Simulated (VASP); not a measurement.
An input for Ansatz (written as the equivalent of a VASP run, and not itself run):

Ansatz 0.2 input:
```yaml
crystal:
  lattice:
    - [0.0000000, 3.0367420, 3.0807170]
    - [3.1050970, 0.0000000, 3.0807170]
    - [3.1050970, 3.0367420, 0.0000000]
  atoms:
    - { symbol: Ba, position: [0.0000000, 0.0000000, 0.0000000] }
    - { symbol: F, position: [0.2500000, 0.2500000, 0.2500000] }
    - { symbol: F, position: [0.7458980, 0.7541020, 0.7541020] }
kpoints:
  mp_grid: { grid: [6, 6, 6] }
hamiltonian:
  xc: pbe
  pseudopotentials: { kind: paw }
scf:
  occupations: { method: gaussian, width: 0.05 }
  max_iter: 100
output: { forces: true, stress: true, eigenvalues: true }
```

Question: Translate this input to VASP (INCAR, KPOINTS, POSCAR, choice of POTCAR).

Answer: One answer among several that fit: 
File POSCAR:
```
BaF2
1.0
  0.0000000000   3.0367420000   3.0807170000
  3.1050970000   0.0000000000   3.0807170000
  3.1050970000   3.0367420000   0.0000000000
Ba F
1 2
direct
  0.0000000000   0.0000000000   0.0000000000
  0.2500000000   0.2500000000   0.2500000000
  0.7458980000   0.7541020000   0.7541020000
```

KPOINTS:
```
Automatic mesh
0
Gamma
6 6 6
0 0 0
```

### INCAR
```
ALGO = Normal
EDIFF = 1E-6
ENCUT = 520
GGA = PE
ISIF = 2
ISMEAR = 0
LASPH = .TRUE.
LCHARG = .FALSE.
LMAXMIX = 4
LREAL = .FALSE.
LWAVE = .FALSE.
NELM = 100
PREC = Accurate
SIGMA = 0.05
SYSTEM = BaF2
```

POTCAR, in this order: Ba_sv F (PBE.64 set). Program: vasp_std.

The two are equivalent in intent, not identical: each code has its own PAW files, so the cut-off isn't converted (ENCUT is set for VASP's; basis.ecutwfc is left out, and Ansatz then takes the one that its files recommend); Ansatz stops its SCF on the density residual and VASP on the energy change (EDIFF).

The compound is BaF2 in the fluorite structure. The cell was not relaxed at this level, atoms are displaced from their ideal sites.
